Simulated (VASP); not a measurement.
The cell holds one Fe (bcc) (110) slab, with vacuum along c, ions free to move until forces fall under 0.03 eV/Å, no reconstruction beyond this cell, dipole correction on.

Here is the system:

```
CELL_PARAMETERS angstrom
      2.41234     0.00000     0.00000
     -0.80412     2.27438     0.00000
      0.00000     0.00000    24.40690
ATOMIC_POSITIONS crystal
  Fe 0.50000 0.50000 0.33931
  Fe 0.00000 0.00000 0.41941
  Fe 0.50000 0.50000 0.50000
  Fe 0.00000 0.00000 0.58059
  Fe 0.50000 0.50000 0.66069
```
Starting moments (μB, in the order of the record's atoms Fe Fe Fe Fe Fe): 2.5 2.5 2.5 2.5 2.5.

Method: PBEsol GGA, VASP's PBE PAW potentials (set 64) (plane waves; VASP). Numerical set-up: 400 eV cut-off, 12×12×1 Γ-centred mesh, first-order Methfessel-Paxton smearing of 0.10 eV, potentials Fe.

Slab and bulk use different k-meshes, so the surface energy is good to a few per cent at best.

**Question.** Predict its surface energy, work function, band gap (on the k-mesh), cell moment.

**Answer.** 
| Property | Result |
|---|---|
| surface energy | 2.90 J/m² |
| work function | 4.95 eV |
| band gap (on the k-mesh) | none (metal, semimetal or under 0.01 eV) |
| cell moment | 11.17 μB |

Measured: work function 5.12 eV (computed value off by -0.17 eV), as given by Richard Tran et al., Surface Science (2019), arXiv:1902.07811.

The cell is a thin slab with vacuum, built from Fe (bcc): (110) face.
